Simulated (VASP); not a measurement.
An input for Quantum ESPRESSO's pw.x (written as the equivalent of a VASP run, and not itself run):

```
&CONTROL
  calculation = 'vc-relax'
  pseudo_dir = './pseudo'
  outdir = './out'
  tprnfor = .true.
  tstress = .true.
  nstep = 60
  forc_conv_thr = 0.00039
/
&SYSTEM
  ibrav = 0
  nat = 1
  ntyp = 1
  ecutwfc = 62.5
  occupations = 'smearing'
  smearing = 'methfessel-paxton'
  degauss = 0.00735
  input_dft = 'vdw-df-obk8'
/
&ELECTRONS
  conv_thr = 7.3e-08
  electron_maxstep = 100
/
&IONS
/
&CELL
/
ATOMIC_SPECIES
  Pb 207.200 Pb.upf
CELL_PARAMETERS angstrom
     0.0000000    2.4750000    2.4750000
     2.4750000    0.0000000    2.4750000
     2.4750000    2.4750000    0.0000000
ATOMIC_POSITIONS crystal
  Pb   0.0000000  0.0000000  0.0000000
K_POINTS automatic
  11 11 11 0 0 0
```

Question: Translate this input to VASP (INCAR, KPOINTS, POSCAR, choice of POTCAR).

Answer: This is not unique; one that fits is 
**KPOINTS**
```
Automatic mesh
0
Gamma
11 11 11
0 0 0
```

File POSCAR:
```
Pb
1.0
  0.0000000000   2.4750000000   2.4750000000
  2.4750000000   0.0000000000   2.4750000000
  2.4750000000   2.4750000000   0.0000000000
Pb
1
direct
  0.0000000000   0.0000000000   0.0000000000
```

### INCAR
```
# general
SYSTEM  =Pb
PREC    =Accurate
ENCUT   =520   # plane-wave cut-off (eV)
LREAL   =F
LASPH   =T   # aspherical one-centre terms

# electronic loop
EDIFF   =1E-6   # SCF stop (eV)
NELM    =100   # most electronic steps
ALGO    =Normal   # blocked Davidson
LMAXMIX =4   # l cut-off of mixed one-centre charges

# smearing
ISMEAR  =1   # Methfessel-Paxton
SIGMA   =0.1

# functional
GGA     =BO
LUSE_VDW=T
AGGAC   =0.0
PARAM1  =0.1833333333
PARAM2  =0.22

# ions
IBRION  =2   # conjugate gradients
NSW     =60
ISIF    =3
EDIFFG  =-0.01

# output
LWAVE   =F
LCHARG  =F
```

POTCAR, in this order: Pb_d (PBE.64 set). Program: vasp_std.

The two are equivalent in intent, not identical: the potentials are each code's own (VASP's PAW set, PseudoDojo norm-conserving files in pw.x), so ENCUT and ecutwfc are chosen apart and not converted; conv_thr bounds pw.x's estimated SCF error, while EDIFF bounds the energy change between steps; forc_conv_thr acts on force components and is met together with etot_conv_thr.

The compound is Pb in the fcc structure. This run relaxes it. Symmetry was kept, so distortions that lower it aren't found.
